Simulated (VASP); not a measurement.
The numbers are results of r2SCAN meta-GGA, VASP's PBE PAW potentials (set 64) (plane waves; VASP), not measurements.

VASP input:

**KPOINTS**
```
Automatic mesh
0
Gamma
15 15 15
0 0 0
```

### POSCAR
```
V
1.0
 -1.4921953565   1.4921953565   1.4921953565
  1.4921953565  -1.4921953565   1.4921953565
  1.4921953565   1.4921953565  -1.4921953565
V
1
Cartesian
  0.0000000000   0.0000000000   0.0000000000
```

INCAR:
```
SYSTEM  =  V
PREC  =  Accurate; ENCUT  =  520; LREAL  =  .FALSE.
LASPH  =  .TRUE.
EDIFF  =  1E-6; NELM  =  100; ALGO  =  Normal
LMAXMIX  =  4; LMIXTAU  =  .TRUE.
ISMEAR  =  1; SIGMA  =  0.1
METAGGA  =  R2SCAN
IBRION  =  2; NSW  =  60; ISIF  =  3
EDIFFG  =  -0.01
LWAVE  =  .FALSE.; LCHARG  =  .FALSE.
```

POTCAR, in this order: V_sv (PBE.64 set). Program: vasp_std.

The resulting files:

OSZICAR:
```
       N       E                     dE             d eps       ncg     rms          rms(c)
DAV:   1     0.810049208171E+02    0.81005E+02   -0.74307E+03  2400   0.146E+03
DAV:   2    -0.174044052082E+02   -0.98409E+02   -0.96560E+02  2460   0.382E+02
DAV:   3    -0.188561212869E+02   -0.14517E+01   -0.14198E+01  2544   0.558E+01
DAV:   4    -0.188658862671E+02   -0.97650E-02   -0.97600E-02  2422   0.482E+00
DAV:   5    -0.188660199181E+02   -0.13365E-03   -0.13365E-03  2518   0.549E-01    0.230E+01
DAV:   6    -0.138117991760E+02    0.50542E+01   -0.13627E+01  2410   0.606E+01    0.340E+00
DAV:   7    -0.141380160642E+02   -0.32622E+00   -0.11559E+00  2400   0.159E+01    0.239E+00
DAV:   8    -0.141009032316E+02    0.37113E-01   -0.27513E-01  2402   0.783E+00    0.105E+00
DAV:   9    -0.141337409763E+02   -0.32838E-01   -0.14077E-02  2400   0.196E+00    0.769E-01
DAV:  10    -0.141308557565E+02    0.28852E-02   -0.16294E-02  2404   0.190E+00    0.571E-02
DAV:  11    -0.141318900880E+02   -0.10343E-02   -0.12940E-03  2400   0.526E-01    0.127E-01
DAV:  12    -0.141307138830E+02    0.11762E-02   -0.72560E-04  2400   0.346E-01    0.120E-01
DAV:  13    -0.141304806489E+02    0.23323E-03   -0.54650E-04  2404   0.339E-01    0.261E-03
DAV:  14    -0.141304841454E+02   -0.34966E-05   -0.58454E-06  2388   0.356E-02    0.395E-03
DAV:  15    -0.141304803010E+02    0.38444E-05   -0.57476E-07  1224   0.106E-02    0.789E-04
DAV:  16    -0.141304810109E+02   -0.70985E-06   -0.53562E-08  1200   0.313E-03
   1 F= -.14130481E+02 E0= -.14130440E+02  d E =-.141305E+02
       N       E                     dE             d eps       ncg     rms          rms(c)
DAV:   1    -0.141311927852E+02   -0.71248E-03   -0.15292E-02  2402   0.224E+00    0.295E-01
DAV:   2    -0.141304485827E+02    0.74420E-03   -0.32513E-03  2412   0.851E-01    0.627E-02
DAV:   3    -0.141304706602E+02   -0.22078E-04   -0.32072E-05  2400   0.763E-02    0.302E-02
DAV:   4    -0.141304528494E+02    0.17811E-04   -0.45347E-05  2400   0.802E-02    0.105E-02
DAV:   5    -0.141304703252E+02   -0.17476E-04   -0.24001E-05  2400   0.635E-02    0.515E-03
DAV:   6    -0.141304765659E+02   -0.62407E-05   -0.16482E-06  1760   0.202E-02    0.196E-03
DAV:   7    -0.141304721566E+02    0.44093E-05   -0.53113E-07  1200   0.123E-02    0.470E-04
DAV:   8    -0.141304728271E+02   -0.67053E-06   -0.24651E-08  1200   0.300E-03
   2 F= -.14130473E+02 E0= -.14130442E+02  d E =0.818375E-05
       N       E                     dE             d eps       ncg     rms          rms(c)
DAV:   1    -0.141307397795E+02   -0.26762E-03   -0.54798E-03  2402   0.134E+00    0.176E-01
DAV:   2    -0.141304802093E+02    0.25957E-03   -0.11638E-03  2412   0.508E-01    0.371E-02
DAV:   3    -0.141304841812E+02   -0.39719E-05   -0.11589E-05  2400   0.456E-02    0.179E-02
DAV:   4    -0.141304739665E+02    0.10215E-04   -0.16471E-05  2400   0.484E-02    0.633E-03
DAV:   5    -0.141304841147E+02   -0.10148E-04   -0.87190E-06  2400   0.383E-02    0.307E-03
DAV:   6    -0.141304812754E+02    0.28392E-05   -0.57969E-07  1200   0.121E-02    0.120E-03
DAV:   7    -0.141304840519E+02   -0.27765E-05   -0.19648E-07  1200   0.740E-03    0.298E-04
DAV:   8    -0.141304836808E+02    0.37118E-06   -0.61227E-09  1200   0.142E-03
   3 F= -.14130484E+02 E0= -.14130447E+02  d E =-.266989E-05
```

**OUTCAR**
```
------------------------ aborting loop because EDIFF is reached ----------------------------------------
  FORCE on cell =-STRESS in cart. coord.  units (eV):
  Direction    XX          YY          ZZ          XY          YZ          ZX
  --------------------------------------------------------------------------------------
  Total        0.0007806      0.0007806      0.0007806      0.0000000      0.0000000     -0.0000000
  in kB        0.0941667      0.0941667      0.0941667      0.0000000      0.0000000     -0.0000000
  external PRESSURE =       0.0941667 kB  Pullay stress =       0.0000000 kB
  volume of cell :       13.28
      direct lattice vectors                 reciprocal lattice vectors
    -1.491837965  1.491837965  1.491837965     0.000000000  0.335157042  0.335157042
     1.491837965 -1.491837965  1.491837965     0.335157042  0.000000000  0.335157042
     1.491837965  1.491837965 -1.491837965     0.335157042  0.335157042  0.000000000
 POSITION                                       TOTAL-FORCE (eV/Angst)
 -----------------------------------------------------------------------------------
      0.00000      0.00000      0.00000         0.000000      0.000000      0.000000
 -----------------------------------------------------------------------------------
    total drift:                                0.000000     -0.000000      0.000000
  FREE ENERGIE OF THE ION-ELECTRON SYSTEM (eV)
  ---------------------------------------------------
  free  energy   TOTEN  =       -14.1304836808 eV

  energy  without entropy=      -14.1303740696  energy(sigma->0) =      -14.13044714

 reached required accuracy - stopping structural energy minimisation
```
(Selected blocks of OUTCAR.)

CONTCAR:
```
V
   1.00000000000000
    -1.4918379652858973    1.4918379652858973    1.4918379652858973
     1.4918379652858973   -1.4918379652858973    1.4918379652858973
     1.4918379652858973    1.4918379652858973   -1.4918379652858973
  V
     1
Direct
     0.0000000000000000    0.0000000000000000    0.0000000000000000
```

The compound is V in the bcc structure. This run relaxes it. Symmetry was kept, so distortions that lower it aren't found. The start is the result of an earlier pass. The run is not spin-polarised, so no magnetic state was tried.
